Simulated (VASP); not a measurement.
Given:

```
CELL_PARAMETERS angstrom
      1.87493     1.08249     8.09441
     -1.87493     1.08249     8.09441
      0.00000    -2.16498     8.09441
ATOMIC_POSITIONS crystal
  Ga 0.94983 0.94983 0.94983
  Ga 0.04982 0.04982 0.04982
  Se 0.23497 0.23497 0.23497
  Se 0.43138 0.43138 0.43138
```

The numbers are results of PBEsol GGA, VASP's PBE PAW potentials (set 64) (plane waves; VASP 6.6.1), not measurements. Numerical set-up: 400 eV cut-off, Gaussian smearing of 0.050 eV, potentials Ga_d Se.

Without a dispersion term in the relaxation, distances and binding between the weakly bound layers, chains or molecules are unreliable, and so is what depends on them.

Question: Give the energies of bands 13 to 22 at the high-symmetry points, in eV from the valence-band maximum.

Answer: 
```json
[
 {"band": "13", "Γ": "-7.09", "T": "-6.74", "H2": "-7.39", "L": "-7.57", "S0": "-7.39", "F": "-7.54"},
 {"band": "14", "Γ": "-3.67", "T": "-4.67", "H2": "-6.40", "L": "-6.59", "S0": "-6.40", "F": "-6.66"},
 {"band": "15", "Γ": "-1.55", "T": "-1.36", "H2": "-4.72", "L": "-3.99", "S0": "-4.72", "F": "-3.78"},
 {"band": "16", "Γ": "-1.27", "T": "-1.36", "H2": "-4.30", "L": "-2.62", "S0": "-4.31", "F": "-2.77"},
 {"band": "17", "Γ": "-1.27", "T": "-1.14", "H2": "-2.90", "L": "-2.54", "S0": "-2.93", "F": "-2.76"},
 {"band": "18", "Γ": "-1.23", "T": "-1.14", "H2": "-2.45", "L": "-2.51", "S0": "-2.44", "F": "-2.34"},
 {"band": "19", "Γ": "-1.23", "T": "0.00", "H2": "-2.15", "L": "-2.02", "S0": "-2.12", "F": "-1.93"},
 {"band": "20", "Γ": "1.86", "T": "0.95", "H2": "1.68", "L": "1.22", "S0": "1.70", "F": "1.16"},
 {"band": "21", "Γ": "2.24", "T": "2.19", "H2": "2.67", "L": "1.82", "S0": "2.60", "F": "1.83"},
 {"band": "22", "Γ": "4.05", "T": "3.99", "H2": "3.88", "L": "3.75", "S0": "3.94", "F": "3.43"}
]
```

The gap is direct, 0.95 eV, from the valence maximum at T to the conduction minimum at T.

The structure comes from a computed database's GaSe entry (R3m); how it stands against other phases isn't given here. It was relaxed first, which changed the volume by -8 %.
